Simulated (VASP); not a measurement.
Data:

```xyz
5
Lattice="4.7445 0.0000 0.0000 0.0000 4.7445 0.0000 0.0000 0.0000 4.7445" Properties=species:S:1:pos:R:3 pbc="T T T"
Cs     0.0000     0.0000     0.0000
Pb     2.3723     2.3723     2.3723
Cl     2.3723     0.0000     2.3723
Cl     0.0000     2.3723     2.3723
Cl     2.3723     2.3723     0.0000
```

Level of theory: PBE GGA, VASP's PBE PAW potentials (set 64) (plane waves; VASP). Numerical set-up: 500 eV cut-off, 7×7×7 Γ-centred mesh, first-order Methfessel-Paxton smearing of 0.10 eV, potentials Cs_sv Pb_d Cl.

Q: The ions, cell shape and volume at an external pressure of 45.0 GPa are relaxed. Give the cell that the relaxation ends in.

A: 
```xyz
5
Lattice="4.7414 0.0000 0.0000 0.0000 4.7414 0.0000 0.0000 0.0000 4.7414" Properties=species:S:1:pos:R:3 pbc="T T T"
Cs     0.0000     0.0000     0.0000
Pb     2.3707     2.3707     2.3707
Cl     2.3707     0.0000     2.3707
Cl     0.0000     2.3707     2.3707
Cl     2.3707     2.3707     0.0000
```
Space group Pm-3m (221), at a tolerance of 0.03 Å.

Q: How do energy and volume change from the first to the last step?

A: The energy (σ→0) changes by +11.8 meV/atom and the volume by -0.2 %, in 3 ionic steps.

```
step  E(σ→0) (eV)  max force (eV/Å)  pressure (GPa)  volume (Å³)
----  -----------  ----------------  --------------  -----------
1        -10.7360             0.000           44.66       106.80
2        -10.5366             0.000           45.84       106.10
3        -10.6772             0.000           45.00       106.59
```

The compound is CsPbCl3 in the cubic perovskite structure, the ideal cubic form; the compound distorts at low or room temperature. This run relaxes it under an external pressure of 45 GPa. Symmetry was kept, so distortions that lower it aren't found.
